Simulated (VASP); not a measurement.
VASP, PAW. Band gap of SnO2 (rutile) (no spin-orbit coupling).

| level | band gap (eV) |
|---|---|
| TPSS (own cell) | 0.88 |
| vdW-DF-cx (own cell) | 0.89 |

**Question.** Estimate the band gap from PW91 (own cell), r2SCAN (own cell), MS2 (own cell).

**Answer.** 
The PW91 (own cell) is 0.68 eV, the r2SCAN (own cell) is 1.73 eV and the MS2 (own cell) is 1.42 eV.

Only levels that ran to the end are used. Left out are those held back, those with too coarse a band path, GW runs whose mesh misses a band edge, hybrids' fits of cells that aren't cubic and levels without matching references; a question may draw on a part of the rest.

The compound is SnO2 in the rutile structure.
